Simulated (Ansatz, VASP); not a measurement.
# Cross-check of H104SN2O52 between VASP and Ansatz

One calculation is typed for both programs; each brings its own data sets. How far apart do they land? The cell is taken from a series of runs on this material, whose earlier steps may have relaxed, scaled, displaced or heated it; both programs get it as it stands.

Program: Ansatz 0.2.0. Level of theory: plane waves, with VASP 6.6.1 beside it; PBE with D3(BJ). Results are calculated unless marked as measured.

## (1) The structure

The cell holds 159 atoms: 2 N, 104 H, 52 O and 1 S. Cell: a = 10.907 Å, b = 12.041 Å, c = 11.060 Å, α = 91.8°, β = 89.2°, γ = 93.1°.

## (2) VASP: single point, PBE with D3(BJ)

With cell and atoms fixed, the geometry can't cause a difference; cores, projectors, grids and the points listed under the comparison can.

Lines of VASP's logs that name or quote its potential files are left out, and so is its time.

Contents of INCAR:

```
SYSTEM = H104SN2O52
PREC = Accurate
ENCUT = 600
EDIFF = 1E-06
NELM = 120
ISMEAR = -1
SIGMA = 0.025
LREAL = Auto
ALGO = Normal
GGA = PE
IVDW = 12
NBANDS = 327
LORBIT = 11
LWAVE = .FALSE.
LCHARG = .FALSE.
ISIF = 2
LASPH = .TRUE.
GGA_COMPAT = .FALSE.
EFERMI = MIDGAP
```

Contents of POSCAR:

```
H104SN2O52
1.0
   10.9022000000     -0.3132400000      0.0753300000
   -0.3132400000     12.0361300000     -0.1764200000
    0.0753300000     -0.1764200000     11.0584900000
N H O S
2 104 52 1
Direct
    0.7795500000      0.2022400000      0.5596900000
    0.3016400000      0.2778100000      0.8770200000
    0.8557400000      0.2171000000      0.5038700000
    0.8046900000      0.1678400000      0.6400700000
    0.7201300000      0.1427500000      0.5170700000
    0.7380100000      0.2771300000      0.5751800000
    0.3231400000      0.3606700000      0.9048600000
    0.3653400000      0.2500900000      0.8129700000
    0.2152200000      0.2687800000      0.8376900000
    0.3051400000      0.2311200000      0.9547600000
    0.7668400000      0.8135600000      0.0893700000
    0.6994700000      0.8412500000      0.9724500000
    0.6284400000      0.2037200000      0.9420100000
    0.5934600000      0.2614300000      0.8236400000
    0.6429800000      0.4168900000      0.9777500000
    0.6026100000      0.5383100000      0.9578900000
    0.0903100000      0.1310900000      0.7947500000
    0.0061600000      0.2354700000      0.7824500000
    0.8750800000      0.0996100000      0.0889300000
    0.8993700000      0.2250000000      0.1250300000
    0.2892200000      0.6907200000      0.8487200000
    0.2519000000      0.5741600000      0.7734200000
    0.8447200000      0.0408000000      0.8299000000
    0.7111900000      0.0352000000      0.7772400000
    0.9915600000      0.4179700000      0.0956600000
    0.9525000000      0.3380000000      0.9787800000
    0.7416400000      0.9017500000      0.5402600000
    0.8020100000      0.9230400000      0.6645600000
    0.6315500000      0.0015600000      0.3898300000
    0.5641200000      0.9789600000      0.5132300000
[... 123 atom lines left out ...]
    0.3787700000      0.4842800000      0.9708100000
    0.8883100000      0.3191800000      0.8341700000
    0.2699100000      0.6104900000      0.1674600000
    0.1473300000      0.0003100000      0.8473400000
    0.3392600000      0.9394400000      0.3154100000
    0.5153700000      0.9822800000      0.9292000000
```

Contents of KPOINTS:

```
Automatic mesh
0
Gamma
1 1 1
0 0 0
```

PAW data sets: N, H, O and S (PBE family, release 64).

Run with:

```bash
export OMP_NUM_THREADS=4
mpirun -np 1 vasp_gam
```

Numbers of over 12 decimals in the logs are rounded to 6 here.

The log of the run:

```text
[banner, memory and clock lines left out]
running    1 mpi-ranks, on    1 nodes
[...]
Offloading initialized ...    1 GPUs detected
[...]
LDA part: xc-table for (Slater+PW92), standard interpolation
 POSCAR, INCAR and KPOINTS ok, starting setup
[...]
entering main loop
       N       E                     dE             d eps       ncg     rms          rms(c)
DAV:   1     0.371891541957E+04    0.37189E+04   -0.25975E+05   670   0.140E+03
DAV:   2    -0.487513506063E+03   -0.42064E+04   -0.40130E+04   805   0.328E+02
DAV:   3    -0.857232195756E+03   -0.36972E+03   -0.36708E+03   820   0.101E+02
DAV:   4    -0.863375686472E+03   -0.61435E+01   -0.61236E+01   820   0.142E+01
[...]
DAV:  18    -0.790249231938E+03    0.30882E-05   -0.75295E-06   764   0.702E-03    0.499E-03
DAV:  19    -0.790249230674E+03    0.12636E-05   -0.18442E-06   572   0.504E-03    0.205E-03
DAV:  20    -0.790249230565E+03    0.10898E-06   -0.98304E-07   604   0.274E-03
   1 F= -.79653769E+03 E0= -.79653769E+03  d E =0.000000E+00
```

OUTCAR, selected parts (step 2):

```text
  FREE ENERGIE OF THE ION-ELECTRON SYSTEM (eV)
  ---------------------------------------------------
  free  energy   TOTEN  =      -796.5376893173 eV

  energy  without entropy=     -796.5376893173  energy(sigma->0) =     -796.53768932
```

The run ends at a pressure of -0.19 GPa, with forces up to 0.19 eV/Å.

## (3) Ansatz: single point, PBE with D3(BJ)

Ansatz runs on its default PAW (the set named soft_2) files.

The same cell, functional, mesh and smearing now go to Ansatz, which takes its cutoff from its data sets.

Contents of input.yaml:

```yaml
crystal:
  lattice:
    - [10.9022, -0.31324, 0.07533]
    - [-0.31324, 12.03613, -0.17642]
    - [0.07533, -0.17642, 11.05849]
  atoms:
    - { symbol: "N", position: [0.77955, 0.20224, 0.55969] }
    - { symbol: H, position: [0.85574, 0.2171, 0.50387] }
    - { symbol: H, position: [0.80469, 0.16784, 0.64007] }
    - { symbol: H, position: [0.72013, 0.14275, 0.51707] }
    - { symbol: H, position: [0.73801, 0.27713, 0.57518] }
    - { symbol: "N", position: [0.30164, 0.27781, 0.87702] }
    - { symbol: H, position: [0.32314, 0.36067, 0.90486] }
    - { symbol: H, position: [0.36534, 0.25009, 0.81297] }
    - { symbol: H, position: [0.21522, 0.26878, 0.83769] }
    - { symbol: H, position: [0.30514, 0.23112, 0.95476] }
    - { symbol: O, position: [0.55252, 0.00277, 0.79938] }
    - { symbol: S, position: [0.51537, 0.98228, 0.9292] }
    - { symbol: O, position: [0.59089, 0.05895, 0.00996] }
    - { symbol: O, position: [0.53649, 0.86317, 0.95658] }
    - { symbol: O, position: [0.38212, 0.00085, 0.94603] }
    - { symbol: O, position: [0.78199, 0.82444, 0.00013] }
    - { symbol: H, position: [0.76684, 0.81356, 0.08937] }
    - { symbol: H, position: [0.69947, 0.84125, 0.97245] }
    - { symbol: O, position: [0.64295, 0.27294, 0.89696] }
    - { symbol: H, position: [0.62844, 0.20372, 0.94201] }
    - { symbol: H, position: [0.59346, 0.26143, 0.82364] }
    - { symbol: O, position: [0.65707, 0.49486, 0.00623] }
    - { symbol: H, position: [0.64298, 0.41689, 0.97775] }
    - { symbol: H, position: [0.60261, 0.53831, 0.95789] }
    - { symbol: O, position: [0.08292, 0.20214, 0.75374] }
    - { symbol: H, position: [0.09031, 0.13109, 0.79475] }
    - { symbol: H, position: [0.00616, 0.23547, 0.78245] }
    - { symbol: O, position: [0.86124, 0.15419, 0.15549] }
    - { symbol: H, position: [0.87508, 0.09961, 0.08893] }
    - { symbol: H, position: [0.89937, 0.225, 0.12503] }
    - { symbol: O, position: [0.32147, 0.63429, 0.79206] }
    - { symbol: H, position: [0.28922, 0.69072, 0.84872] }
    - { symbol: H, position: [0.2519, 0.57416, 0.77342] }
    - { symbol: O, position: [0.79872, 0.04615, 0.75328] }
    - { symbol: H, position: [0.84472, 0.0408, 0.8299] }
    - { symbol: H, position: [0.71119, 0.0352, 0.77724] }
    - { symbol: O, position: [0.97778, 0.33848, 0.06467] }
    - { symbol: H, position: [0.99156, 0.41797, 0.09566] }
    - { symbol: H, position: [0.9525, 0.338, 0.97878] }
    - { symbol: O, position: [0.79012, 0.86352, 0.60032] }
    - { symbol: H, position: [0.74164, 0.90175, 0.54026] }
    - { symbol: H, position: [0.80201, 0.92304, 0.66456] }
    - { symbol: O, position: [0.64476, 0.00372, 0.47829] }
    - { symbol: H, position: [0.63155, 0.00156, 0.38983] }
    - { symbol: H, position: [0.56412, 0.97896, 0.51323] }
    - { symbol: O, position: [0.98722, 0.30524, 0.4147] }
    - { symbol: H, position: [0.03251, 0.27136, 0.34623] }
    - { symbol: H, position: [0.93962, 0.36381, 0.37947] }
    - { symbol: O, position: [0.96217, 0.85407, 0.30163] }
[... 2 lines left out ...]
    - { symbol: O, position: [0.93034, 0.53331, 0.77355] }
[... 2 lines left out ...]
    - { symbol: O, position: [0.74747, 0.6434, 0.67443] }
[... 2 lines left out ...]
    - { symbol: O, position: [0.2618, 0.72459, 0.37915] }
[... 2 lines left out ...]
    - { symbol: O, position: [0.31949, 0.16213, 0.09974] }
[... 2 lines left out ...]
    - { symbol: O, position: [0.37363, 0.12793, 0.47171] }
[... 2 lines left out ...]
    - { symbol: O, position: [0.9229, 0.00947, 0.96098] }
[... 2 lines left out ...]
    - { symbol: O, position: [0.16467, 0.476, 0.74656] }
[... 2 lines left out ...]
    - { symbol: O, position: [0.51529, 0.50633, 0.44184] }
[... 2 lines left out ...]
    - { symbol: O, position: [0.56865, 0.65497, 0.84693] }
[... 2 lines left out ...]
    - { symbol: O, position: [0.87093, 0.61919, 0.98745] }
[... 2 lines left out ...]
    - { symbol: O, position: [0.40854, 0.68366, 0.56249] }
[... 2 lines left out ...]
    - { symbol: O, position: [0.19815, 0.93284, 0.6203] }
[... 2 lines left out ...]
    - { symbol: O, position: [0.2962, 0.41154, 0.29305] }
[... 2 lines left out ...]
    - { symbol: O, position: [0.69595, 0.25786, 0.30091] }
[... 44 lines left out ...]
    - { symbol: O, position: [0.69638, 0.43231, 0.56684] }
[... 2 lines left out ...]
    - { symbol: O, position: [0.83401, 0.46524, 0.36518] }
[... 2 lines left out ...]
    - { symbol: O, position: [0.13275, 0.2548, 0.2137] }
[... 2 lines left out ...]
    - { symbol: O, position: [0.37877, 0.48428, 0.97081] }
[... 2 lines left out ...]
    - { symbol: O, position: [0.88831, 0.31918, 0.83417] }
    - { symbol: H, position: [0.89251, 0.39643, 0.8032] }
    - { symbol: H, position: [0.80086, 0.29868, 0.85206] }
    - { symbol: O, position: [0.26991, 0.61049, 0.16746] }
    - { symbol: H, position: [0.2781, 0.65315, 0.24641] }
    - { symbol: H, position: [0.28535, 0.66831, 0.10515] }
    - { symbol: O, position: [0.14733, 0.00031, 0.84734] }
    - { symbol: H, position: [0.22933, 0.99956, 0.8833] }
    - { symbol: H, position: [0.16013, 0.96595, 0.76448] }
    - { symbol: O, position: [0.33926, 0.93944, 0.31541] }
    - { symbol: H, position: [0.31186, 0.86924, 0.35468] }
    - { symbol: H, position: [0.34536, 0.00014, 0.37875] }
kpoints:
  mp_grid: { grid: [1, 1, 1] }
hamiltonian:
  xc: pbe
  dispersion: d3bj
scf:
  occupations: { method: fermi_dirac, width: 0.025 }
output:
  forces: true
  stress: true
  populations: true
  dos:
    method: { smearing: { sigma: 0.1 } }
    de: 0.1
    projected: { site_lists: { H: [H], "N": ["N"], O: [O], S: [S] } }
  eigenvalues: true
  write_density: true
  write_potential: true
  volumetric_format: npy
```

Run with:

```bash
ansatz run input.yaml --threads 4 --pin off --max-ram 8192MiB --backend cpu --events-out ev --progress --plain --runs-dir out
```

The log of the run:

```text
Engine: ansatz 0.2.0, x86_64-unknown-linux-gnu
Pseudopotentials: kind: paw
Pseudopotential: N, paw, valence charge 5, recommended cutoff 420 eV (normal), N.paw.azcp
Pseudopotential: H, paw, valence charge 1, recommended cutoff 420 eV (normal), H.paw.azcp
Pseudopotential: O, paw, valence charge 6, recommended cutoff 420 eV (normal), O.paw.azcp
Pseudopotential: S, paw, valence charge 6, recommended cutoff 420 eV (normal), S.paw.azcp
Functional definition: PBE
  parameter kappa = 0.804
  parameter beta = 0.066725
  exchange = pbe_x(kappa = kappa, mu = beta*pi^2/3)
  correlation = pbe_c(beta = beta)
Crystal: 159 atoms, lattice volume = 1449.614 Å³
Basis set: ecut = 420 eV, 28323 PW (Γ), exchange–correlation on 150×162×150 points (8 copies of the dense FFT grid, shifted against one another)
Bands: 375, of which v1, the nominal top of the filled ones, is band 216 counted from 1 (215 counted from 0)
Symmetry: 1 space group operations
Space group: P1 (ITA 1), of the structure as read, at distance tolerance 1.1e-4 Å
k-points: 1
Non-local potential: N, projectors of the file, l = 0: 2, l = 1: 2, l = 2: 1
Non-local potential: H, projectors of the file, l = 0: 2, l = 1: 1
Non-local potential: O, projectors of the file, l = 0: 2, l = 1: 2, l = 2: 1
Non-local potential: S, projectors of the file, l = 0: 2, l = 1: 2, l = 2: 2
PAW form: soft (Blöchl's): semilocal exchange-correlation on the pseudo side does not see the compensation charge
PAW one-centre angular grid: N, 110 points (default); XC on 64 Gauss nodes
PAW one-centre angular grid: H, 110 points (default); XC on 64 Gauss nodes
PAW one-centre angular grid: O, 110 points (default); XC on 64 Gauss nodes
PAW one-centre angular grid: S, 110 points (default); XC on 64 Gauss nodes
Initial density: superposition of atomic densities (neutral atoms: chi_scale 0, normalization atom), corrected by the library's trained network
Initial wavefunctions: pseudopotential atomic-orbital guess
Functional: x = pbe(κ = 0.804, μ = 0.219515), c = pbe(β = 0.066725)
SCF iter   1: F=—  HF=-32863.824333 eV  |F-HF|=—  |Δ(HF+E_count)|=         —  Δρ=2.80e-3  dr2=1.32e-1  ethr=1.77e-3  ⟨swp⟩=5.0  Hψ=1631  notcnv=0  defer=130
preconditioner: auto → Resta (q_TF=auto, 2.230 Å⁻¹)  ε∞=2.2  [insulator: Δε(μ)=4.772 eV  Ē_g=18.347 eV  σ=0.025 eV  W_gap=1.00  n_scr=264 (ndim 8)  ℏωp=20.3 eV  f_vac=0.259  D(μ)=0.00/eV (n_scr^D=0)  ε∞_Penn≈2.2]
SCF iter   2: F=—  HF=-32863.726114 eV  |F-HF|=—  |Δ(HF+E_count)|=   9.82e-2  Δρ=1.38e-3  dr2=2.93e-2  ethr=3.05e-5  ⟨swp⟩=2.0  Hψ=546  notcnv=0  defer=152
SCF iter   3: F=—  HF=-32863.698934 eV  |F-HF|=—  |Δ(HF+E_count)|=   2.72e-2  Δρ=6.54e-4  dr2=7.54e-3  ethr=6.78e-6  ⟨swp⟩=2.0  Hψ=441  notcnv=0  defer=152
SCF iter   4: F=—  HF=-32863.696754 eV  |F-HF|=—  |Δ(HF+E_count)|=   2.18e-3  Δρ=2.14e-4  dr2=7.04e-4  ethr=1.74e-6  ⟨swp⟩=2.0  Hψ=441  notcnv=0  defer=152
SCF iter   5: F=—  HF=-32863.696708 eV  |F-HF|=—  |Δ(HF+E_count)|=   4.52e-5  Δρ=1.13e-4  dr2=1.61e-4  ethr=1.63e-7  ⟨swp⟩=3.0  Hψ=490  notcnv=0  defer=152
SCF iter   6: F=—  HF=-32863.696670 eV  |F-HF|=—  |Δ(HF+E_count)|=   3.83e-5  Δρ=4.28e-5  dr2=2.23e-5  ethr=3.73e-8  ⟨swp⟩=3.0  Hψ=492  notcnv=0  defer=152
SCF iter   7: F=—  HF=-32863.696302 eV  |F-HF|=—  |Δ(HF+E_count)|=   3.68e-4  Δρ=1.22e-5  dr2=1.65e-6  ethr=5.17e-9  ⟨swp⟩=2.0  Hψ=591  notcnv=0  defer=152
SCF iter   8: F=—  HF=-32863.696302 eV  |F-HF|=—  |Δ(HF+E_count)|=   4.08e-7  Δρ=5.88e-6  dr2=4.48e-7  ethr=3.83e-10  ⟨swp⟩=3.0  Hψ=441  notcnv=0  defer=152
SCF iter   9: F=-32863.696302 eV  HF=-32863.696302 eV  |F-HF|=1.30e-8  |Δ(HF+E_count)|=   5.94e-8  Δρ=1.36e-6  dr2=2.65e-8  ethr=2.31e-11  ⟨swp⟩=18.0  Hψ=3608  notcnv=0
SCF 1 converged in 9 iterations: F = -32863.696302 eV  dr2 = 2.65e-8
  greatest PAW one-centre occupation: 0.874 electrons in one spin orbital (limit 2), on the O atom at site 12 (counted from 0), in its partial waves of l = 0
[...]
atom 138  H      0.00059805     0.00124496     0.00342460
  atom 139  O     -0.00452046     0.00369103    -0.00252773
  atom 140  H      0.00485856    -0.00140739     0.00360638
  atom 141  H     -0.00065568    -0.00001707     0.00155336
  atom 142  O      0.00350364    -0.00003481    -0.00506830
  atom 143  H     -0.00364404     0.00161776    -0.00037849
  atom 144  H     -0.00166363     0.00012559     0.00431550
  atom 145  O      0.00239015    -0.00764666     0.00614370
  atom 146  H     -0.00070658    -0.00000236    -0.00319174
  atom 147  H      0.00434152     0.00529237    -0.00207447
  atom 148  O      0.01065336    -0.00176319    -0.00172311
  atom 149  H     -0.00464532    -0.00255519     0.00067671
  atom 150  H     -0.00697282     0.00356241    -0.00134950
  atom 151  O      0.00178925    -0.00194860     0.00297828
  atom 152  H     -0.00115739    -0.00034496    -0.00056478
  atom 153  H      0.00055833     0.00499874    -0.00159089
  atom 154  O     -0.00164854     0.00081457    -0.00131087
  atom 155  H      0.00274626     0.00073033    -0.00038331
  atom 156  H      0.00129199    -0.00210359     0.00169934
  atom 157  O     -0.00087618    -0.00329245     0.00318848
  atom 158  H     -0.00099883     0.00000992    -0.00311927
  atom 159  H      0.00229141     0.00168310    -0.00068267
  max |Σ_I F_I| component: 5.69e-5 eV/Å
--- Stress (GPa, compression-positive) ---
       -0.019349      -0.019134       0.012540
       -0.019134       0.018229       0.006116
        0.012541       0.006116      -0.016339
  P = ⅓ Tr σ = -0.0058 GPa (-0.058 kbar)
--- Band table (eV) ---
  k-point 0: bands = [... 212 lower, -2.0737, -2.0575, -2.0208, -1.9565, 2.9871, 4.3376, 4.4909, 4.6509, ... 155 higher]
--- Löwdin populations: 159 sites ---
  site symbol       q [e]
     0      N      5.5078
     1      H      0.6516
     2      H      0.6566
     3      H      0.6488
     4      H      0.6512
     5      N      5.5383
     6      H      0.6606
     7      H      0.6673
     8      H      0.6614
     9      H      0.6687
    10      O      6.7649
    11      S      3.5563
    12      O      6.7804
    13      O      6.7831
    14      O      6.7890
    15      O      6.6715
    16      H      0.6276
    17      H      0.6167
    18      O      6.6765
    19      H      0.5965
    20      H      0.6007
    21      O      6.6668
    22      H      0.5969
    23      H      0.6040
[...]
151      H      0.6222
   152      H      0.6239
   153      O      6.7032
   154      H      0.6078
   155      H      0.6200
   156      O      6.6704
   157      H      0.6106
   158      H      0.6160
  spilling = 0.011365 (of n_electrons = 432.000000)
```

In the SCF lines HF is the Harris–Foulkes energy and dr2 the Hartree energy of the density residual, in eV; the loop may stop once dr2 is under the threshold and the program's other checks hold. Hψ counts applications of the Hamiltonian.

## (4) Differences

Known differences besides the potentials themselves: the cutoff is 420 eV in Ansatz and 600 eV in VASP (PREC = Accurate, projectors in real space). Total energies have different zeros and are not compared.

Compared:

| quantity | Ansatz | VASP | difference |
| --- | --- | --- | --- |
| pressure (GPa) | -0.01 | -0.19 | +0.18 |
| gap on the k mesh (eV) | 4.944 | 4.974 | -0.031 |

Forces on 7 of the 159 atoms, those with the largest forces and the largest differences (eV/Å; atoms numbered as in POSCAR):

| atom | Ansatz x, y, z | VASP x, y, z |
| --- | --- | --- |
| H44 | 0.000, 0.004, -0.002 | -0.102, -0.003, 0.038 |
| H51 | 0.001, -0.002, 0.006 | -0.087, -0.052, -0.041 |
| H84 | 0.004, 0.000, 0.000 | -0.052, 0.078, -0.062 |
| O107 | -0.007, 0.000, 0.007 | -0.054, -0.029, 0.167 |
| O108 | -0.002, -0.001, -0.001 | -0.104, -0.115, -0.115 |
| O109 | -0.002, -0.004, 0.000 | -0.029, 0.153, -0.043 |
| O110 | -0.006, 0.002, 0.002 | 0.185, -0.034, -0.022 |

The forces differ by 50 meV/Å r.m.s., where the r.m.s. force is 0.004 eV/Å in Ansatz and 0.050 eV/Å in VASP: the atoms lie near their places of rest in Ansatz, so a percentage would say little (all taken over all components). A gap on the mesh is an upper bound, since the band edges may lie between its points.

## (5) Results

| Item | Value |
| --- | --- |
| r.m.s. force difference (single point, PBE with D3(BJ)) | 50 meV/Å |

In words: The r.m.s. force difference is 50 meV/Å (single point, PBE with D3(BJ)), beyond the 12 meV/Å picked in this series as the mark of a large difference. What causes the difference of the single point, PBE with D3(BJ) pair stays open here. How closely two codes agree says nothing of how well the functional describes the real material.

[Lines on the potential files, build, host, timing and source positions are cut from VASP's logs without a mark.]

[Logs are printed without paths, hosts, clocks, repeated set-up lines and the standing remarks that a program may print on its own settings, such as how far it seeks lower states.]

[Hosts, paths, dates, database ids (printed as entryN), source tags and the programs' standing remarks are cut or masked in the printed files.]
